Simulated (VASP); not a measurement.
Crystal: NiMoIrPdW.

```
Ni Mo Pd Ir W
1.0
     4.11705    0.00000    0.00000
    -2.05853    3.56547    0.00000
     0.00000    0.00000    5.44580
Ni Mo Pd Ir W
1 1 1 1 1
Direct
  0.00000 0.00000 0.95775
  0.66667 0.33333 0.96161
  0.66667 0.33333 0.46295
  0.33333 0.66667 0.72572
  0.33333 0.66667 0.23642
```

The cell was built by a generator and needn't be a form met in nature.

```yaml
Program: VASP 6.6.1
Task: relaxation of cell and atoms
Functional: PBE
Dispersion: D4
Potentials_or_basis: VASP PAW PBE potentials, release 64 (Ni, Mo_sv, Pd, Ir, W_sv)
Cutoff: 600 eV
k_mesh: 8 × 8 × 5
Occupations: fermi-dirac, width 0.05 eV
Spin: collinear spin, ferromagnetic start
Starting_moments: "[1.0, 1.0, 0.0, 0.6, 0.0] μB"
```

At the start: pressure -5.3 GPa; volume 15.99 Å³/atom.

Question: Where does the relaxation end?

Answer: Over 7 steps the energy falls by 6.8 meV/atom and the volume is 15.61 Å³/atom (-2.4 %); space group P3m1 (No. 156, to 0.05 Å); moment 0.00 μB per cell.

Step by step:
```
step  energy change (eV)  largest force (eV/Å)  pressure (GPa)  volume (Å³)
   1              0.0000                0.0512           -5.35        79.94
   2              0.1463                0.3159           14.84        73.92
   3             -0.0329                0.1251           -0.06        78.06
   4             -0.0329                0.1274            0.01        78.03
   5             -0.0337                0.0387            0.04        78.00
   6             -0.0338                0.0281            0.04        77.99
   7             -0.0338                0.0150           -0.09        78.04
```

Final structure:
```yaml
crystal:
  lattice:
    - [4.08147, 0.00001, 0.00000]
    - [-2.04074, 3.53466, 0.00000]
    - [0.00000, 0.00000, 5.40933]
  atoms:
    - { symbol: Ni, position: [0.00000, 0.00000, 0.95744] }
    - { symbol: Mo, position: [0.66667, 0.33333, 0.96227] }
    - { symbol: Pd, position: [0.66667, 0.33333, 0.46384] }
    - { symbol: Ir, position: [0.33333, 0.66667, 0.72412] }
    - { symbol: W, position: [0.33333, 0.66667, 0.23678] }
```

Caveat: pairwise dispersion overbinds metals, which lowers pressure and volume.
